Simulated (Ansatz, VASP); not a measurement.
# Cross-check of ReS2 between VASP and Ansatz, part 2 of 2

One calculation is typed for both programs; each brings its own data sets. How far apart do they land? Of the first pair: The structure shown is the end of the Ansatz relaxation below.

VASP 6.6.1 and Ansatz 0.2.0.

So far: The starting structure; Ansatz: relaxation, PBEsol; VASP: single point, PBEsol, relaxed cell, pair 1; Side by side.

### 5. Ansatz: relaxation, PBEsol

Level of this step: Ansatz beside VASP: Kohn-Sham DFT, plane waves, PBEsol (Ansatz).

This run makes the geometry at which the two programs are then compared. This pair takes another cell of the material, with 9 atoms against 3 for the pair before.

The structure compared here is the end of the Ansatz relaxation.

The input, input.yaml:

```yaml
crystal:
  lattice:
    - [4.6317610438, 2.6741484854, 0.0]
    - [0.0, 5.3482969709, 0.0]
    - [0.0, 0.0, 30.0]
  atoms:
    - { symbol: Re, position: [0.9629339346, 0.3703993987, 0.3333333333] }
    - { symbol: Re, position: [0.3333333333, 0.6296006013, 0.3333333333] }
    - { symbol: Re, position: [0.7037327321, 1.0, 0.3333333333] }
    - { symbol: S, position: [0.3333333333, 0.0, 0.3796701088] }
    - { symbol: S, position: [0.6666666667, 0.3333333333, 0.3895030193] }
    - { symbol: S, position: [1.0, 0.6666666667, 0.3895030193] }
    - { symbol: S, position: [0.3333333333, 0.0, 0.2869965579] }
    - { symbol: S, position: [0.6666666667, 0.3333333333, 0.2771636473] }
    - { symbol: S, position: [1.0, 0.6666666667, 0.2771636473] }
  periodic: [true, true, false]
kpoints:
  mp_grid: { grid: [9, 9, 1] }
hamiltonian:
  xc: pbesol
scf:
  occupations: { method: methfessel_paxton, width: 0.15 }
output:
  forces: true
  stress: true
  eigenvalues: true
relax:
  adjacent_minimum: "off"
  f_tol: 0.001
  max_steps: 60
  cell: { stress_2d_tol: 0.002 }
```

The run is started by

```sh
ansatz run input.yaml --threads 8 --pin off --max-ram 14336MiB --backend cpu --events-out ev --progress --plain --runs-dir out
```

Numbers of over 12 decimals in the logs are rounded to 6 here.

Output:

```text
[...]
Crystal: 9 atoms, lattice volume = 743.161 Å³
Basis set: ecut = 420 eV, 14471 PW (Γ), exchange–correlation on 72×72×432 points (8 copies of the dense FFT grid, shifted against one another)
Bands: 50, of which v1, the nominal top of the filled ones, is band 41 counted from 1 (40 counted from 0)
Symmetry: 12 space group operations
[...]
- { symbol: Re, position: [0.333333, 0.629601, 0.333333] }
    - { symbol: Re, position: [0.703733, 1.0, 0.333333] }
    - { symbol: S, position: [0.333333, 0.0, 0.379670] }
    - { symbol: S, position: [0.666667, 0.333333, 0.389503] }
    - { symbol: S, position: [1.0, 0.666667, 0.389503] }
    - { symbol: S, position: [0.333333, 0.0, 0.286997] }
    - { symbol: S, position: [0.666667, 0.333333, 0.277164] }
    - { symbol: S, position: [1.0, 0.666667, 0.277164] }
[key lines of the parts left out:]
SCF converged after 9 iterations
Free energy (F): -37524.293009 eV
Fermi energy:    -4.445385 eV
P = ½ c Tr σ = 0.0005 N/m
```

### 6. VASP: single point, PBEsol, relaxed cell, pair 2

The same cell, functional, mesh and smearing now go to VASP, with its own data sets.

The input, INCAR:

```
SYSTEM = ReS2
PREC = Accurate
ENCUT = 520
EDIFF = 1E-06
NELM = 120
ISMEAR = 1
SIGMA = 0.15
LREAL = .FALSE.
ALGO = Normal
GGA = PS
NBANDS = 37
LASPH = .TRUE.
LORBIT = 11
LWAVE = .FALSE.
LCHARG = .FALSE.
ISIF = 2
LDIPOL = .TRUE.
IDIPOL = 3
DIPOL = 0.5 0.5 0.333
LVHAR = .TRUE.
GGA_COMPAT = .FALSE.
NELMDL = -8
KPAR = 2
```

The input, POSCAR:

```
ReS2
1.0
    4.6317610438      2.6741484854      0.0000000000
    0.0000000000      5.3482969709      0.0000000000
    0.0000000000      0.0000000000     30.0000000000
Re S
3 6
Direct
    0.9629339346      0.3703993987      0.3333333333
    0.3333333333      0.6296006013      0.3333333333
    0.7037327321      0.0000000000      0.3333333333
    0.3333333333      0.0000000000      0.3796701088
    0.6666666667      0.3333333333      0.3895030193
    0.0000000000      0.6666666667      0.3895030193
    0.3333333333      0.0000000000      0.2869965579
    0.6666666667      0.3333333333      0.2771636473
    0.0000000000      0.6666666667      0.2771636473
```

The input, KPOINTS:

```
Automatic mesh
0
Gamma
9 9 1
0 0 0
```

Potentials, in the order of the species: Re and S (PBE family, release 64).

The run is started by

```sh
mpirun -np 2 vasp_std
```

Output:

```text
[banner, memory and clock lines left out]
running    2 mpi-ranks, on    1 nodes
[...]
[... a notice as in an earlier step ...]

 LDA part: xc-table for (Slater+PW92), standard interpolation
 POSCAR, INCAR and KPOINTS ok, starting setup
[...]
entering main loop
       N       E                     dE             d eps       ncg     rms          rms(c)
DAV:   1     0.540128822264E+03    0.54013E+03   -0.17996E+04  1348   0.115E+03
DAV:   2     0.634024228809E+02   -0.47673E+03   -0.44842E+03  1708   0.815E+02
DAV:   3    -0.612244449454E+02   -0.12463E+03   -0.12280E+03  1776   0.178E+02
DAV:   4    -0.719560067467E+02   -0.10732E+02   -0.10361E+02  1616   0.565E+01
[...]
DAV:  28    -0.694256586433E+02   -0.34321E-05   -0.21710E-07   744   0.139E-02    0.213E-03
DAV:  29    -0.694256601009E+02   -0.14577E-05   -0.17364E-07   720   0.647E-03    0.379E-03
DAV:  30    -0.694256605459E+02   -0.44495E-06   -0.13188E-07   672   0.102E-02
   1 F= -.69425661E+02 E0= -.69422243E+02  d E =-.102521E-01
```

OUTCAR, selected parts (step 6):

```text
  Total        0.6320938      0.6320938      0.6314291     -0.0000000      0.0000000     -0.0000000
  in kB        1.3627280      1.3627280      1.3612949     -0.0000000      0.0000000     -0.0000000
  external PRESSURE =       1.3622503 kB  Pullay stress =       0.0000000 kB

 POSITION                                       TOTAL-FORCE (eV/Angst)
 -----------------------------------------------------------------------------------
      4.46008      4.55603     10.00000         0.009689     -0.005594     -0.000000
      1.54392      4.25867     10.00000         0.000000      0.011188      0.000000
      3.25952      1.88189     10.00000        -0.009689     -0.005594      0.000000
      1.54392      0.89138     11.39010        -0.000000      0.000000      0.038246
      3.08784      3.56553     11.68509        -0.000000      0.000000      0.091357
      0.00000      3.56553     11.68509         0.000000      0.000000      0.091357
      1.54392      0.89138      8.60990        -0.000000      0.000000     -0.038246
      3.08784      3.56553      8.31491        -0.000000      0.000000     -0.091357
      0.00000      3.56553      8.31491         0.000000      0.000000     -0.091357
 -----------------------------------------------------------------------------------
    total drift:                               -0.000002     -0.000001      0.000091

  FREE ENERGIE OF THE ION-ELECTRON SYSTEM (eV)
  ---------------------------------------------------
  free  energy   TOTEN  =       -69.4256605459 eV

  energy  without entropy=      -69.4154084583  energy(sigma->0) =      -69.42224318

[... 3 further parts left out ...]
[key lines of the parts left out:]
E-fermi :  -1.9637
```

The run ends at a pressure of 0.14 GPa, with forces up to 0.091 eV/Å.

### 7. Comparison

What differs besides the data sets and the points named for the pairs above, as far as they apply: the data sets hold 81 valence electrons in Ansatz (on its default PAW (the set named soft_2) files) and 57 in VASP. Total energies have different zeros and are not compared.

Forces (eV/Å; atoms numbered as in POSCAR):

```
atom       Ansatz x, y, z           VASP x, y, z
 Re1  0.000, 0.000, 0.000   0.010, -0.006, 0.000
 Re2  0.000, 0.000, 0.000    0.000, 0.011, 0.000
 Re3  0.000, 0.000, 0.000  -0.010, -0.006, 0.000
  S4  0.000, 0.000, 0.000    0.000, 0.000, 0.038
  S5  0.000, 0.000, 0.000    0.000, 0.000, 0.091
  S6  0.000, 0.000, 0.000    0.000, 0.000, 0.091
  S7  0.000, 0.000, 0.000   0.000, 0.000, -0.038
  S8  0.000, 0.000, 0.000   0.000, 0.000, -0.091
  S9  0.000, 0.000, 0.000   0.000, 0.000, -0.091
```

The forces differ by 37 meV/Å r.m.s., where the r.m.s. force is 0.000 eV/Å in Ansatz and 0.037 eV/Å in VASP: the atoms lie near their places of rest in Ansatz, so a percentage would say little (all taken over all components). With vacuum in the cell, a pressure given here is an average over mostly empty space and none of the material.

### 8. Ansatz: relaxation, PBEsol

The two programs are compared at the cell with which this relaxation starts, whose forces are those of its first step. This pair takes another cell of the material, with 3 atoms against 9 for the pair before.

The structure compared here is the start of the Ansatz relaxation; VASP solves that cell, so the two are compared at the walk's first step.

The input, input.yaml:

```yaml
crystal:
  lattice:
    - [3.17, 0.0, 0.0]
    - [-1.585, 2.7453, 0.0]
    - [0.0, 0.0, 20.0]
  atoms:
    - { symbol: Re, position: [0.333333, 0.666667, 0.5] }
    - { symbol: S, position: [0.666667, 0.333333, 0.5775] }
    - { symbol: S, position: [0.666667, 0.333333, 0.4225] }
  periodic: [true, true, false]
kpoints:
  mp_grid: { grid: [15, 15, 1] }
hamiltonian:
  xc: pbesol
scf:
  occupations: { method: gaussian, width: 0.1 }
output:
  forces: true
  stress: true
  eigenvalues: true
  write_density: true
  write_potential: true
  elf: true
  volumetric_format: npy
relax:
  adjacent_minimum: "off"
  f_tol: 0.005
  max_steps: 80
  cell: { stress_2d_tol: 0.02 }
```

The run is started by

```sh
ansatz run input.yaml --threads 8 --pin off --max-ram 14336MiB --backend cpu --events-out ev --progress --plain --runs-dir out
```

Output:

```text
[...]
--- Band table (eV; the first three rows and the last of 27) ---
[...]
--- Relaxed structure (10 steps of the walk, 8 accepted, 1 SCFs on fresh bases) ---
[...]
cell:  # Å, volume = 234.2962 Å³
    - [3.003009, 0, 0]
    - [-1.501505, 2.600682, 0]
    - [0, 0, 30.0]
  atoms:
    - { symbol: Re, position: [0.333333, 0.666667, 0.333333] }
    - { symbol: S, position: [0.666667, 0.333333, 0.388846] }
    - { symbol: S, position: [0.666667, 0.333333, 0.277821] }
[key lines of the parts left out:]
SCF converged after 7 iterations
Free energy (F): -12507.991550 eV
Fermi energy:    -4.369007 eV
P = ½ c Tr σ = -0.0066 N/m
```

### 9. VASP: single point, PBEsol, start cell, pair 3

The same cell, functional, mesh and smearing now go to VASP, with its own data sets.

INCAR: that of step 6 with these lines changed.

```diff
@@ -5,4 +5,4 @@
 NELM = 120
-ISMEAR = 1
-SIGMA = 0.15
+ISMEAR = 0
+SIGMA = 0.1
 LREAL = .FALSE.
@@ -10,3 +10,3 @@
 GGA = PS
-NBANDS = 37
+NBANDS = 15
 LASPH = .TRUE.
```

The input, POSCAR:

```
ReS2
1.0
    3.1700000000      0.0000000000      0.0000000000
   -1.5850000000      2.7453000000      0.0000000000
    0.0000000000      0.0000000000     30.0000000000
Re S
1 2
Direct
    0.3333333333      0.6666666667      0.3333333333
    0.6666666667      0.3333333333      0.3850000000
    0.6666666667      0.3333333333      0.2816666667
```

The input, KPOINTS:

```
Automatic mesh
0
Gamma
15 15 1
0 0 0
```

The run is started by

```sh
mpirun -np 2 vasp_std
```

Output:

```text
[banner, memory and clock lines left out]
running    2 mpi-ranks, on    1 nodes
[...]
[... a notice as in an earlier step ...]

 LDA part: xc-table for (Slater+PW92), standard interpolation
 POSCAR, INCAR and KPOINTS ok, starting setup
[...]
entering main loop
       N       E                     dE             d eps       ncg     rms          rms(c)
DAV:   1     0.119457079596E+03    0.11946E+03   -0.63096E+03  1199   0.905E+02
DAV:   2    -0.121921980317E+02   -0.13165E+03   -0.12300E+03  1497   0.184E+02
DAV:   3    -0.238059752229E+02   -0.11614E+02   -0.11348E+02  1290   0.709E+01
DAV:   4    -0.242372774582E+02   -0.43130E+00   -0.41833E+00  1318   0.139E+01
[...]
DAV:  22    -0.229691527247E+02   -0.54563E-05   -0.28980E-07   874   0.478E-03    0.177E-03
DAV:  23    -0.229691600318E+02   -0.73070E-05   -0.32691E-07   734   0.100E-02    0.346E-03
DAV:  24    -0.229691605833E+02   -0.55149E-06   -0.39661E-08   888   0.257E-03
   1 F= -.22969161E+02 E0= -.22956446E+02  d E =-.254283E-01
```

OUTCAR, selected parts (step 9):

```text
  Total       -0.7799310     -0.7799307     -0.8015135      0.0000000      0.0000000      0.0000000
  in kB       -4.7862618     -4.7862599     -4.9187086      0.0000000      0.0000000      0.0000000
  external PRESSURE =      -4.8304101 kB  Pullay stress =       0.0000000 kB

 POSITION                                       TOTAL-FORCE (eV/Angst)
 -----------------------------------------------------------------------------------
     -0.00000      1.83020     10.00000         0.000000     -0.000000      0.000000
      1.58500      0.91510     11.55000        -0.000000      0.000000     -0.248827
      1.58500      0.91510      8.45000         0.000000      0.000000      0.248827
 -----------------------------------------------------------------------------------
    total drift:                               -0.000000      0.000001      0.000075

  FREE ENERGIE OF THE ION-ELECTRON SYSTEM (eV)
  ---------------------------------------------------
  free  energy   TOTEN  =       -22.9691605833 eV

  energy  without entropy=      -22.9437323094  energy(sigma->0) =      -22.95644645

[... 3 further parts left out ...]
[key lines of the parts left out:]
E-fermi :  -1.7475
```

The run ends at a pressure of -0.48 GPa, with forces up to 0.25 eV/Å.

### 10. Side by side

What differs besides the data sets and the points named for the pairs above, as far as they apply: the data sets hold 27 valence electrons in Ansatz (on its default PAW (the set named soft_2) files) and 19 in VASP; Ansatz takes its cutoff from its data sets, VASP runs at 520 eV. Total energies have different zeros and are not compared.

Forces (eV/Å; atoms numbered as in POSCAR):

```
atom        Ansatz x, y, z          VASP x, y, z
 Re1   0.000, 0.000, 0.000   0.000, 0.000, 0.000
  S2  0.000, 0.000, -0.308  0.000, 0.000, -0.249
  S3   0.000, 0.000, 0.308   0.000, 0.000, 0.249
```

The forces differ by 28 meV/Å r.m.s., which is 23.7 % of the r.m.s. force of 0.117 eV/Å (both taken over all components). With vacuum in the cell, a pressure given here is an average over mostly empty space and none of the material.

### 11. Outcome

| Quantity | Value |
| --- | --- |
| r.m.s. force difference (single point, PBEsol, relaxed cell, pair 1) | 37 meV/Å |
| r.m.s. force difference (single point, PBEsol, relaxed cell, pair 2) | 37 meV/Å |
| r.m.s. force difference (single point, PBEsol, start cell, pair 3) | 28 meV/Å |

What this shows: The r.m.s. force difference is 37 meV/Å (single point, PBEsol, relaxed cell, pair 1), beyond the 12 meV/Å picked in this series as the mark of a large difference. The data sets hold unlike numbers of valence electrons (27 in Ansatz and 19 in VASP and 81 in Ansatz and 57 in VASP), so part of the differences comes from the potentials. What causes the difference of the single point, PBEsol, relaxed cell, pair 1 pair stays open here. What causes the difference of the single point, PBEsol, relaxed cell, pair 2 pair stays open here. What causes the difference of the single point, PBEsol, start cell, pair 3 pair stays open here. 1 further run of this series is not shown here. Such differences can come from data sets, numerical settings and the points named under the comparisons, not from the functional's error against experiment.

[Lines on the potential files, build, host, timing and source positions are cut from VASP's logs without a mark.]

[Logs are printed without paths, hosts, clocks, repeated set-up lines and the standing remarks that a program may print on its own settings, such as how far it seeks lower states.]

[Hosts, paths, dates, database ids (printed as entryN), source tags and the programs' standing remarks are cut or masked in the printed files.]
